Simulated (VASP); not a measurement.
These are PBEsol GGA, VASP's PBE PAW potentials (set 64) (plane waves; VASP) values and carry that method's errors.

VASP ran on this input.

INCAR:
```
SYSTEM = GeRh
PREC = Accurate
ENCUT = 400
EDIFF = 1E-6
NELM = 100
ALGO = Normal
LREAL = .FALSE.
LASPH = .TRUE.
ISMEAR = 1
SIGMA = 0.1
GGA = PS
LMAXMIX = 4
LWAVE = .FALSE.
LCHARG = .FALSE.
IBRION = 2
ISIF = 3
NSW = 60
EDIFFG = -0.01
```

KPOINTS:
```
Regular mesh
0
gamma
11 11 11
```

### POSCAR
```
GeRh
1.0
  0.0000000000   2.4968125339   2.4968125339
  2.4968125339   0.0000000000   2.4968125339
  2.4968125339   2.4968125339   0.0000000000
Ge Rh
1 1
Direct
  0.0000000000   0.0000000000   0.0000000000
  0.5000000000   0.5000000000   0.5000000000
```

POTCAR, in this order: Ge_d Rh_pv (PBE.64 set). Program: vasp_std.

The resulting files:

### OUTCAR
```
 ion  position               nearest neighbor table
   1  0.000  0.000  0.000-   2 2.50   2 2.50   2 2.50   2 2.50   2 2.50   2 2.50
   2  0.500  0.500  0.500-   1 2.50   1 2.50   1 2.50   1 2.50   1 2.50   1 2.50
  LATTYP: Found a face centered cubic cell.
 ALAT       =     4.9936250678
 Subroutine PRICEL returns:
 Original cell was already a primitive cell.
 Subroutine GETGRP returns: Found 48 space group operations
The static configuration has the point symmetry O_h .
The dynamic configuration has the point symmetry O_h .
 Subroutine INISYM returns: Found 48 space group operations
 Subroutine IBZKPT returns following result:
 Found     56 irreducible k-points:

 Following reciprocal coordinates:
            Coordinates               Weight
  0.000000  0.000000  0.000000      1.000000
  0.090909  0.000000  0.000000      8.000000
  0.181818  0.000000  0.000000      8.000000
  0.272727  0.000000  0.000000      8.000000
  0.363636  0.000000  0.000000      8.000000
  0.454545  0.000000  0.000000      8.000000
  0.090909  0.090909  0.000000      6.000000
  0.181818  0.090909  0.000000     24.000000
  0.272727  0.090909  0.000000     24.000000
...
```

### OSZICAR
```
       N       E                     dE             d eps       ncg     rms          rms(c)
DAV:   1     0.214811386137E+03    0.21481E+03   -0.14606E+04  2276   0.344E+03
DAV:   2     0.221954935902E+01   -0.21259E+03   -0.20858E+03  2086   0.575E+02
DAV:   3    -0.132294670336E+02   -0.15449E+02   -0.14921E+02  2156   0.125E+02
DAV:   4    -0.136200534322E+02   -0.39059E+00   -0.38901E+00  2272   0.206E+01
DAV:   5    -0.136269873312E+02   -0.69339E-02   -0.69333E-02  2188   0.302E+00    0.967E+00
DAV:   6    -0.134220364778E+02    0.20495E+00   -0.24886E+00  2116   0.120E+01    0.350E+00
DAV:   7    -0.133514328527E+02    0.70604E-01   -0.44869E-01  2242   0.647E+00    0.297E+00
DAV:   8    -0.133382330512E+02    0.13200E-01   -0.49208E-02  2488   0.228E+00    0.265E-01
DAV:   9    -0.133373269591E+02    0.90609E-03   -0.36602E-03  2520   0.920E-01    0.143E-01
DAV:  10    -0.133372563401E+02    0.70619E-04   -0.54475E-04  2660   0.418E-01    0.361E-02
DAV:  11    -0.133372530179E+02    0.33222E-05   -0.38170E-05  2522   0.744E-02    0.965E-03
DAV:  12    -0.133372535050E+02   -0.48715E-06   -0.31125E-06  2144   0.284E-02
   1 F= -.13337254E+02 E0= -.13336997E+02  d E =-.133373E+02
       N       E                     dE             d eps       ncg     rms          rms(c)
DAV:   1    -0.133855429609E+02   -0.48290E-01   -0.73123E-01  2402   0.125E+01    0.174E+00
DAV:   2    -0.133504070165E+02    0.35136E-01   -0.43279E-01  2050   0.540E+00    0.788E-01
DAV:   3    -0.133387711850E+02    0.11636E-01   -0.54750E-02  2208   0.232E+00    0.255E-01
DAV:   4    -0.133371041745E+02    0.16670E-02   -0.62043E-03  2168   0.105E+00    0.893E-02
DAV:   5    -0.133369970673E+02    0.10711E-03   -0.41046E-04  2536   0.276E-01    0.651E-02
DAV:   6    -0.133369632193E+02    0.33848E-04   -0.14018E-04  2478   0.216E-01    0.126E-02
DAV:   7    -0.133369601968E+02    0.30225E-05   -0.12112E-05  2532   0.460E-02    0.547E-03
DAV:   8    -0.133369601554E+02    0.41337E-07   -0.10784E-06  1086   0.132E-02
   2 F= -.13336960E+02 E0= -.13336709E+02  d E =0.293350E-03
       N       E                     dE             d eps       ncg     rms          rms(c)
DAV:   1    -0.133549309802E+02   -0.17971E-01   -0.26905E-01  2400   0.768E+00    0.100E+00
DAV:   2    -0.133417608336E+02    0.13170E-01   -0.14749E-01  2056   0.318E+00    0.440E-01
DAV:   3    -0.133381316261E+02    0.36292E-02   -0.18148E-02  2184   0.132E+00    0.159E-01
DAV:   4    -0.133375139471E+02    0.61768E-03   -0.19050E-03  2204   0.597E-01    0.511E-02
DAV:   5    -0.133374854042E+02    0.28543E-04   -0.80316E-05  2412   0.144E-01    0.358E-02
DAV:   6    -0.133374717563E+02    0.13648E-04   -0.34299E-05  2562   0.958E-02    0.644E-03
DAV:   7    -0.133374713163E+02    0.44002E-06   -0.13574E-06  1126   0.117E-02
   3 F= -.13337471E+02 E0= -.13337217E+02  d E =-.217811E-03
```

**OUTCAR**
```
------------------------ aborting loop because EDIFF is reached ----------------------------------------
  FORCE on cell =-STRESS in cart. coord.  units (eV):
  Direction    XX          YY          ZZ          XY          YZ          ZX
  --------------------------------------------------------------------------------------
  Total        0.0011086      0.0011086      0.0011086     -0.0000000     -0.0000000      0.0000000
  in kB        0.0572587      0.0572587      0.0572587     -0.0000000     -0.0000000      0.0000000
  external PRESSURE =       0.0572587 kB  Pullay stress =       0.0000000 kB
  volume of cell :       31.02
      direct lattice vectors                 reciprocal lattice vectors
    -0.000000000  2.493831792  2.493831792    -0.200494677  0.200494677  0.200494677
     2.493831792 -0.000000000  2.493831792     0.200494677 -0.200494677  0.200494677
     2.493831792  2.493831792 -0.000000000     0.200494677  0.200494677 -0.200494677
 POSITION                                       TOTAL-FORCE (eV/Angst)
 -----------------------------------------------------------------------------------
      0.00000      0.00000     -0.00000        -0.000000     -0.000000      0.000000
      2.49383      2.49383      2.49383         0.000000      0.000000     -0.000000
 -----------------------------------------------------------------------------------
    total drift:                                0.000000     -0.000000      0.000000
  FREE ENERGIE OF THE ION-ELECTRON SYSTEM (eV)
  ---------------------------------------------------
  free  energy   TOTEN  =       -13.3374713163 eV

  energy  without entropy=      -13.3367077234  energy(sigma->0) =      -13.33721679

 reached required accuracy - stopping structural energy minimisation
```
(Selected blocks of OUTCAR.)

File CONTCAR:
```
GeRh
   1.00000000000000
    -0.0000000000000000    2.4938317918557531    2.4938317918557531
     2.4938317918557531   -0.0000000000000000    2.4938317918557531
     2.4938317918557531    2.4938317918557531   -0.0000000000000000
  Ge              Rh
     1     1
Direct
     0.0000000000000000    0.0000000000000000    0.0000000000000000
     0.5000000000000000    0.5000000000000000    0.5000000000000000
```

The structure was generated: GeRh was put into the rocksalt type (Fm-3m), which need not be its known phase. This run relaxes it. Symmetry was kept, so distortions that lower it aren't found. The start is the result of an earlier pass. The electron count is odd and the run is not spin-polarised, which forces a metal.
